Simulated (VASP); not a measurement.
# Fe3Cl (Fm-3m) in VASP: settings compared, part 2 of 2

VASP 6.6.1.

## 3. Relaxation of the atoms, RPBE, collinear spin, ferromagnetic start

File INCAR:

```
SYSTEM = Fe3Cl
PREC     = Accurate       ! precision mode
ENCUT    = 520            ! plane-wave cutoff, eV
EDIFF    = 1E-6           ! SCF threshold, eV
ISMEAR   = 0              ! smearing method
SIGMA    = 0.05           ! smearing width, eV
LREAL    = .False.        ! projectors in reciprocal space
LASPH    = .True.         ! aspherical terms in the spheres
NELM     = 120            ! most SCF steps
ALGO     = Fast           ! electronic algorithm
ISIF     = 2              ! what is computed and relaxed
LWAVE    = .False.        ! write WAVECAR
LCHARG   = .False.        ! write CHGCAR
ISPIN    = 2              ! spin polarisation
MAGMOM   = 3 3 3 0        ! initial moments
LORBIT   = 11             ! projections on sites
LMAXMIX  = 4              ! l up to which the mixer works
GGA      = RP             ! functional
IBRION   = 2              ! ionic algorithm
NSW      = 60             ! ionic steps
EDIFFG   = -0.02          ! ionic threshold
```

File KPOINTS:

```
Automatic mesh
0
Gamma
  7 7 7
  0 0 0
```

File POSCAR:

```
Fe3Cl
1.0
    0.0000000000      3.1584810000      3.1584810000
    3.1584810000      0.0000000000      3.1584810000
    3.1584810000      3.1584810000      0.0000000000
Fe Cl
3 1
Direct
    0.2500000000      0.2500000000      0.2500000000
    0.7500000000      0.7500000000      0.7500000000
    0.5000000000      0.5000000000      0.5000000000
    0.0000000000      0.0000000000      0.0000000000
```

Potentials or basis: VASP PAW PBE potentials, release 64 (Fe, Cl).

Run with:

```bash
cat potpaw_PBE.64/Fe/POTCAR potpaw_PBE.64/Cl/POTCAR > POTCAR
mpirun -np 1 vasp_std > vasp.out
```

OUTCAR:

```text
SYSTEM = Fe3Cl
   PREC = Accurate
   ENCUT = 520
   EDIFF = 1E-6
   ISMEAR = 0
   LREAL = .False.
   LASPH = .True.
   NELM = 120
   ISIF = 2
   ISPIN = 2
   LORBIT = 11
   GGA = RP
   IBRION = 2
   NSW = 60
   EDIFFG = -0.02

 ion  position               nearest neighbor table
   1  0.250  0.250  0.250-   4 2.74   4 2.74   4 2.74   3 2.74   4 2.74   3 2.74   3 2.74   3 2.74

   2  0.750  0.750  0.750-   3 2.74   3 2.74   3 2.74   3 2.74   4 2.74   4 2.74   4 2.74   4 2.74

   3  0.500  0.500  0.500-   1 2.74   1 2.74   1 2.74   1 2.74   2 2.74   2 2.74   2 2.74   2 2.74

   4  0.000  0.000  0.000-   2 2.74   2 2.74   2 2.74   1 2.74   2 2.74   1 2.74   1 2.74   1 2.74

  LATTYP: Found a face centered cubic cell.
 ALAT       =     6.3169620000

  Lattice vectors:

 A1 = (   0.0000000000,   3.1584810000,   3.1584810000)
 A2 = (   3.1584810000,   0.0000000000,   3.1584810000)
 A3 = (   3.1584810000,   3.1584810000,   0.0000000000)

Analysis of symmetry for initial positions (statically):
=====================================================================
 Subroutine PRICEL returns:
 Original cell was already a primitive cell.

 Routine SETGRP: Setting up the symmetry group for a
 face centered cubic supercell.

 Subroutine GETGRP returns: Found 48 space group operations
 (whereof 48 operations were pure point group operations)
 out of a pool of 48 trial point group operations.

The static configuration has the point symmetry O_h .

Analysis of symmetry for dynamics (positions and initial velocities):
=====================================================================
 Subroutine PRICEL returns:
 Original cell was already a primitive cell.

 Routine SETGRP: Setting up the symmetry group for a
 face centered cubic supercell.

 Subroutine GETGRP returns: Found 48 space group operations
 (whereof 48 operations were pure point group operations)
 out of a pool of 48 trial point group operations.

The dynamic configuration has the point symmetry O_h .

Analysis of structural, dynamic, and magnetic symmetry:
=====================================================================
 Subroutine PRICEL returns:
 Original cell was already a primitive cell.

 Routine SETGRP: Setting up the symmetry group for a
 face centered cubic supercell.

 Subroutine GETGRP returns: Found 48 space group operations
 (whereof 48 operations were pure point group operations)
 out of a pool of 48 trial point group operations.

The overall configuration has the point symmetry O_h .

 Subroutine INISYM returns: Found 48 space group operations
 (whereof 48 operations are pure point group operations),
 and found     1 'primitive' translations

----------------------------------------------------------------------------------------

                                     Primitive cell

  volume of cell :      63.0180

  direct lattice vectors                    reciprocal lattice vectors
     0.000000000  3.158481000  3.158481000    -0.158303944  0.158303944  0.158303944
     3.158481000  0.000000000  3.158481000     0.158303944 -0.158303944  0.158303944
     3.158481000  3.158481000  0.000000000     0.158303944  0.158303944 -0.158303944

  length of vectors
     4.466766667  4.466766667  4.466766667     0.274190474  0.274190474  0.274190474

  position of ions in fractional coordinates (direct lattice)
[... 82 lines left out ...]
   IBRION =      2    ionic relax: 0-MD 1-quasi-New 2-CG
   NFREE  =      1    steps in history (QN), initial steepest desc. (CG)
   ISIF   =      2    stress and relaxation
   ISYM   =      2    0-nonsym 1-usesym 2-fastsym
   POTIM  = 0.5000    time-step for ionic-motion
   TEBEG  =    0.0;   TEEND  =   0.0 temperature during run
   PSTRESS=    0.0 pullay stress
   NELECT =      31.0000    total number of electrons
   NUPDOWN=      -1.0000    fix difference up-down
   EMIN   =  10.00;   EMAX   =-10.00  energy-range for DOS
   EFERMI =   0.00;   METHOD = LEGACY
   ISMEAR =     0;   SIGMA  =   0.05  broadening in eV -4-tet -1-fermi 0-gaus
   EFERMI_NEDOS =   21; number of points for ismear=-14 and -15
   IALGO  =     68    algorithm
   IMIX   =      4    mixing-type and parameters
     AMIX     =   0.40;   BMIX     =  1.00
     AMIX_MAG =   1.60;   BMIX_MAG =  1.00
  volume/ion in A,a.u.               =      15.75       106.32
  Fermi-wavevector in a.u.,A,eV,Ry     =   1.292331  2.442152 22.723358  1.670120
  Thomas-Fermi vector in A             =   2.424046
   LORBIT       =     11    0 simple, 1 ext, 2 COOP (PROOUT), +10 PAW based schemes
   GGA     = RP    functional components
   LHFCALC =     F    Hartree Fock is set to
   AEXX    =    0.0000 exact exchange contribution
   IVDW    =     0    specifies the selected vdW correction
   LEPSILON=     F    determine dielectric tensor
   LRPA    =     F    only Hartree local field effects (RPA)
 conjugate gradient relaxation of ions
 spin polarized calculation
 RMM-DIIS sequential band-by-band and
 Gauss-broadening in eV      SIGMA  =   0.05
  energy-cutoff  :      520.00
  volume of cell :       63.02
 maximum number of plane-waves:      1720
 NGX is ok and might be reduce to    36
   NGX = 17   NGY = 17   NGZ = 17

 number of electron      30.9999998 magnetization       8.7122278

 Free energy of the ion-electron system (eV)
  ---------------------------------------------------
  ext. energy  EPLUGINS =         0.00000000
  ---------------------------------------------------
  free energy    TOTEN  =       -21.85144041 eV

  energy without entropy =      -21.84522837  energy(sigma->0) =      -21.84833439

 E-fermi :   5.1670     XC(G=0): -11.1438

 val. band max:        5.1577030294   @ k =  -0.2857   0.2857   0.0000
 cond. band min:       5.1844387663   @ k =   0.4286   0.2857   0.1429
 fundamental gap:      0.0267357369
 Fermi energy:         5.1670410972

 spin component 1

 k-point     1 :       0.0000    0.0000    0.0000
  band No.  band energies     occupation
      1     -12.2963      1.00000
      2      -0.9484      1.00000
      3      -0.9484      1.00000
      4      -0.9484      1.00000
      5       0.5810      1.00000
      6       1.3475      1.00000
[... 529 lines left out ...]
     23       8.0364      0.00000
     24      10.9590      0.00000
 Fermi energy:         5.1670410972

 spin component 2

 k-point     1 :       0.0000    0.0000    0.0000
  band No.  band energies     occupation
      1     -12.1540      1.00000
      2      -0.5748      1.00000
      3      -0.5748      1.00000
      4      -0.5748      1.00000
      5       0.8557      1.00000
      6       3.7254      1.00000
[... 529 lines left out ...]
     23       8.9822      0.00000
     24      11.6989      0.00000

------------------------ aborting loop because EDIFF is reached ----------------------------------------

  FORCE on cell =-STRESS in cart. coord.  units (eV):
  Direction    XX          YY          ZZ          XY          YZ          ZX
  --------------------------------------------------------------------------------------
  -------------------------------------------------------------------------------------
  Total       -2.7673706     -2.7673706     -2.7673706      0.0000000      0.0000000     -0.0000000
  in kB      -70.3579371    -70.3579371    -70.3579371      0.0000000      0.0000000     -0.0000000
  external PRESSURE =     -70.3579371 kB  Pullay stress =       0.0000000 kB

 VOLUME and BASIS-vectors are now :
 -----------------------------------------------------------------------------
  energy-cutoff  :      520.00
  volume of cell :       63.02
      direct lattice vectors                 reciprocal lattice vectors
     0.000000000  3.158481000  3.158481000    -0.158303944  0.158303944  0.158303944
     3.158481000  0.000000000  3.158481000     0.158303944 -0.158303944  0.158303944
     3.158481000  3.158481000  0.000000000     0.158303944  0.158303944 -0.158303944

 POSITION                                       TOTAL-FORCE (eV/Angst)
 -----------------------------------------------------------------------------------
      1.57924      1.57924      1.57924         0.000000      0.000000      0.000000
      4.73772      4.73772      4.73772        -0.000000      0.000000     -0.000000
      3.15848      3.15848      3.15848        -0.000000     -0.000000     -0.000000
      0.00000      0.00000      0.00000        -0.000000     -0.000000     -0.000000
 -----------------------------------------------------------------------------------
    total drift:                                0.000000      0.000000      0.000000

  FREE ENERGIE OF THE ION-ELECTRON SYSTEM (eV)
  ---------------------------------------------------
  free  energy   TOTEN  =       -21.8514404149 eV

  energy  without entropy=      -21.8452283739  energy(sigma->0) =      -21.84833439

 reached required accuracy - stopping structural energy minimisation

 total charge

# of ion       s       p       d       tot
------------------------------------------
    1        0.350   0.247   6.139   6.736
    2        0.350   0.247   6.139   6.736
    3        0.414   0.278   6.142   6.834
    4        1.664   3.324   0.000   4.988
--------------------------------------------------
tot          2.777   4.096  18.421  25.293

 magnetization (x)

# of ion       s       p       d       tot
------------------------------------------
    1       -0.013  -0.019   2.942   2.910
    2       -0.013  -0.019   2.942   2.910
    3       -0.023  -0.034   2.902   2.844
    4        0.014   0.123   0.000   0.137
--------------------------------------------------
tot         -0.036   0.051   8.787   8.802
```

Wall time 55 s (1 thread of AMD EPYC 9R45 (Zen 5), shared host); peak memory 0.23 GiB.

What came out:

- Free energy: -21.8514 eV
- Pressure after relaxing: -7.0 GPa
- Band gap on the k mesh: none (metal or under the smearing width)
- Net moment: 8.71 μB per cell
- Site moments: Fe +2.91, +2.84; Cl +0.14 μB
- Valence electrons inside the program's atomic spheres: Fe 6.74, 6.83; Cl 4.99

Final structure:
```
Fe Cl
1.0
     0.00000    3.15848    3.15848
     3.15848    0.00000    3.15848
     3.15848    3.15848    0.00000
Fe Cl
3 1
Direct
  0.25000 0.25000 0.25000
  0.75000 0.75000 0.75000
  0.50000 0.50000 0.50000
  0.00000 0.00000 0.00000
```

Levels at points of the mesh, in eV from the Fermi level:
Spin up:
| k point | band 18 | band 19 | band 20 | band 21 | band 22 | band 23 |
| --- | --- | --- | --- | --- | --- | --- |
| (0.00, 0.00, 0.00) | -1.76 | -1.76 | -1.76 | 3.98 | 3.98 | 3.98 |
Spin down:
```tsv
k point	band 8	band 9	band 10	band 11	band 12	band 13	band 14	band 15
(0.00, 0.00, 0.00)	-0.82	-0.82	-0.82	0.44	0.44	0.44	0.84	0.84
```

Caveat: the relaxation stopped at its first step, so nothing moved; the PAW data sets were made with another functional, which shifts forces and pressure a little; semilocal functionals often make such compounds metallic where correlation or magnetic order opens a gap, which also shifts bond lengths; only a ferromagnetic start was run, and an antiferromagnetic order may lie lower in energy. With open d or f shells a metallic result of RPBE can be an artefact of self-interaction; +U or a hybrid may open a gap.

## 4. Single point, RPBE+U (atoms moved at random, drawn with an rms of 0.05 Å)

File run.py:

```python
from ase.calculators.vasp import Vasp
from ase.dft.bandgap import bandgap
from ase.io import read

atoms = read('Fe3Cl.cif')
calc = Vasp(
    directory='calc',
    xc='rpbe',
    pp='PBE',
    setups='recommended',
    prec='Accurate',
    encut=520,
    ediff=1e-06,
    ismear=-1,
    sigma=0.1,
    lreal=False,
    lasph=True,
    nelm=150,
    algo='Normal',
    isif=2,
    lwave=False,
    lcharg=False,
    lmaxmix=4,
    ldautype=2,
    ldauprint=1,
    ldau_luj={'Fe': {'L': 2, 'U': 6, 'J': 0}},
    kpts=[7, 7, 7],
    gamma=True,
    nbands=24,
)
atoms.calc = calc

print('energy (eV):', atoms.get_potential_energy())
print('free energy (eV):', atoms.get_potential_energy(force_consistent=True))
print('forces (eV/A):')
print(atoms.get_forces())
print('stress (eV/A^3, Voigt):', atoms.get_stress())
print('Fermi level (eV):', calc.get_fermi_level())
gap, top, bottom = bandgap(calc)
print('band gap (eV):', gap, 'from (spin, k, band)', top, 'to', bottom)
```

File Fe3Cl.cif:

```cif
data_Fe3Cl
_cell_length_a 4.46676667
_cell_length_b 4.46676667
_cell_length_c 4.46676667
_cell_angle_alpha 60.00000000
_cell_angle_beta 60.00000000
_cell_angle_gamma 60.00000000
_space_group_name_H-M_alt 'P1'
_space_group_name_Hall 'P 1'
_space_group_IT_number 1
loop_
_space_group_symop_operation_xyz
'x,y,z'
loop_
_atom_site_label
_atom_site_type_symbol
_atom_site_symmetry_multiplicity
_atom_site_Wyckoff_symbol
_atom_site_fract_x
_atom_site_fract_y
_atom_site_fract_z
_atom_site_occupancy
Fe1 Fe 1 a 0.2459960000 0.2622540000 0.2456770000 1
Fe2 Fe 1 a 0.7514200000 0.7595200000 0.7493460000 1
Fe3 Fe 1 a 0.4877260000 0.4933120000 0.5021860000 1
Cl1 Cl 1 a -0.0100540000 -0.0005680000 -0.0006410000 1
```

Potentials or basis: VASP PAW PBE potentials, release 64 (Fe, Cl).

Run with:

```bash
python run.py
```

The log of the run:

```text
energy (eV): 0.83555036
free energy (eV): 0.67222576
forces (eV/A):
[[ 0.09051337  0.09937561 -0.04338553]
 [ 0.17333943  0.08631487  0.00650623]
 [ 0.01135716  0.01973688 -0.0079954 ]
 [-0.27520995 -0.20542736  0.0448747 ]]
stress (eV/A^3, Voigt): [ 0.1272025   0.12784971  0.12885182  0.00035876  0.000283   -0.00142324]
Fermi level (eV): 4.38681759
band gap (eV): 0.0 from (spin, k, band) (None, None, None) to (None, None, None)
```

OUTCAR:

```text
ENCUT = 520.000000
   EDIFF = 1.00e-06
   GGA = RP
   PREC = Accurate
   ISIF = 2
   ISMEAR = -1
   NELM = 150
   LASPH = .TRUE.
   LREAL = .FALSE.

 ion  position               nearest neighbor table
   1  0.246  0.262  0.246-   3 2.66   4 2.69   3 2.71   4 2.71   4 2.75   3 2.77   4 2.79   3 2.81

   2  0.751  0.760  0.749-   4 2.66   3 2.68   3 2.69   4 2.74   3 2.75   4 2.77   4 2.78   3 2.83

   3  0.488  0.493  0.502-   1 2.66   2 2.68   2 2.69   1 2.71   2 2.75   1 2.77   1 2.81   2 2.83

   4  0.990  0.999  0.999-   2 2.66   1 2.69   1 2.71   2 2.74   1 2.75   2 2.77   2 2.78   1 2.79

  LATTYP: Found a face centered cubic cell.
 ALAT       =     6.3169620047

  Lattice vectors:

 A1 = (   4.4667666700,   0.0000000000,   0.0000000000)
 A2 = (   2.2333833350,   3.8683334090,   0.0000000000)
 A3 = (   2.2333833350,   1.2894444697,   3.6470997139)

Analysis of symmetry for initial positions (statically):
=====================================================================
 Subroutine PRICEL returns:
 Original cell was already a primitive cell.

 Routine SETGRP: Setting up the symmetry group for a
 face centered cubic supercell.

[... 284 lines left out ...]

 E-fermi :   4.3868     XC(G=0): -11.1164

 val. band max:        4.3853434581   @ k =   0.2857  -0.1429  -0.1429
 cond. band min:       4.3878061133   @ k =   0.0000   0.0000   0.2857
 fundamental gap:      0.0024626553
 Fermi energy:         4.3868175890

 k-point     1 :       0.0000    0.0000    0.0000
  band No.  band energies     occupation
      1     -12.5719      2.00000
      2      -1.0434      2.00000
      3      -1.0233      2.00000
      4      -1.0051      2.00000
      5       0.7241      2.00000
      6       0.9383      2.00000
[... 637 lines left out ...]
     23       9.0304      0.00000
     24      10.2593      0.00000

 [... further k-points ...]

------------------------ aborting loop because EDIFF is reached ----------------------------------------

  FORCE on cell =-STRESS in cart. coord.  units (eV):
  Direction    XX          YY          ZZ          XY          YZ          ZX
  --------------------------------------------------------------------------------------
  -------------------------------------------------------------------------------------
  Total       -8.0160468     -8.0568327     -8.1199841      0.0896900     -0.0226070     -0.0178341
  in kB     -203.8008662   -204.8378112   -206.4433785      2.2802891     -0.5747627     -0.4534156
  external PRESSURE =    -205.0273520 kB  Pullay stress =       0.0000000 kB

 VOLUME and BASIS-vectors are now :
 -----------------------------------------------------------------------------
  energy-cutoff  :      520.00
  volume of cell :       63.02
      direct lattice vectors                 reciprocal lattice vectors
     4.466766670  0.000000000  0.000000000     0.223875585 -0.129254629 -0.091396825
     2.233383335  3.868333409  0.000000000     0.000000000  0.258509258 -0.091396825
     2.233383335  1.289444470  3.647099714     0.000000000  0.000000000  0.274190474

 POSITION                                       TOTAL-FORCE (eV/Angst)
 -----------------------------------------------------------------------------------
      2.23321      1.33127      0.89601         0.090513      0.099376     -0.043386
      6.72629      3.90432      2.73294         0.173339      0.086315      0.006506
      4.40189      2.55584      1.83152         0.011357      0.019737     -0.007995
      8.88592      5.15475      3.64476        -0.275210     -0.205427      0.044875
 -----------------------------------------------------------------------------------
    total drift:                               -0.000479     -0.000443     -0.000276

  FREE ENERGIE OF THE ION-ELECTRON SYSTEM (eV)
  ---------------------------------------------------
  free  energy   TOTEN  =         0.6722257629 eV

  energy  without entropy=        0.9988749488  energy(sigma->0) =        0.83555036
```

INCAR:

```text
ENCUT = 520.000000
SIGMA = 0.100000
EDIFF = 1.00e-06
ALGO = Normal
GGA = RP
PREC = Accurate
ISIF = 2
ISMEAR = -1
LDAUPRINT = 1
LDAUTYPE = 2
LMAXMIX = 4
NBANDS = 24
NELM = 150
LASPH = .TRUE.
LCHARG = .FALSE.
LWAVE = .FALSE.
LREAL = .FALSE.
LDAU = .TRUE.
LDAUL = 2 -1
LDAUU = 6.000 0.000
LDAUJ = 0.000 0.000
```

Wall time 15 min (1 thread of AMD EPYC 9R45 (Zen 5), shared host); peak memory 0.34 GiB.

Results:

- Free energy: 0.6722 eV
- Pressure: -20.5 GPa
- Largest force: 0.346 eV/Å
- Band gap on the k mesh: none (metal or under the smearing width)

Forces on the atoms (eV/Å):
```
Fe   0.091  0.099 -0.043
Fe   0.173  0.086  0.007
Fe   0.011  0.020 -0.008
Cl  -0.275 -0.205  0.045
```

Stress tensor (GPa, compression positive):
```
-20.38   0.23  -0.05
  0.23 -20.48  -0.06
 -0.05  -0.06 -20.64
```

Eigenvalues of the final occupation matrices:
```tsv
site	spin	trace	eigenvalues
site 1 d	1	3.23	0.62 0.63 0.63 0.66 0.68
site 1 d	2	3.23	0.62 0.63 0.63 0.66 0.68
site 2 d	1	3.23	0.62 0.63 0.64 0.67 0.68
site 2 d	2	3.23	0.62 0.63 0.64 0.67 0.68
site 3 d	1	3.13	0.41 0.41 0.41 0.95 0.95
site 3 d	2	3.13	0.41 0.41 0.41 0.95 0.95
```

Caveat: the PAW data sets were made with another functional, which shifts forces and pressure a little; an odd number of electrons without spin polarisation forces a metal; a magnetic or distorted state may lie lower; the run has no spin polarisation, though such a crystal can be magnetic; U without spin polarisation on a metal has little footing. Spin polarisation is off, so any magnetic state and its effect on volume and gap are missing.

## 5. Summary

| task | level | spin | U | cell | cutoff (eV) | smearing | gap on the mesh (eV) | pressure (GPa) | moment (μB) |
| --- | --- | --- | --- | --- | --- | --- | --- | --- | --- |
| relaxation of cell and atoms | PBE | collinear, ferromagnetic start | - | relaxed | 600 | gaussian 0.05 eV | none | 0.0 | 8.13 |
| relaxation of the atoms | RPBE | collinear, ferromagnetic start | - | atoms relaxed | 520 | gaussian 0.05 eV | none | -7.0 | 8.71 |
| single point | RPBE+U | off | Fe d U = 6 eV | atoms moved at random, drawn with an rms of 0.05 Å | 520 | fermi-dirac 0.1 eV | none | -20.5 | - |

Alike in all rows: potentials or basis VASP PAW PBE potentials, release 64 (Fe, Cl); k mesh 7 × 7 × 7.

Caveats: semilocal functionals often make such compounds metallic where correlation or magnetic order opens a gap, which also shifts bond lengths (some runs); the PAW data sets were made with another functional, which shifts forces and pressure a little (some runs); the relaxation stopped at its first step, so nothing moved (some runs); an odd number of electrons without spin polarisation forces a metal (some runs); a magnetic or distorted state may lie lower (some runs); U without spin polarisation on a metal has little footing (some runs).

Absolute energies hang on the potentials; compare differences alone.
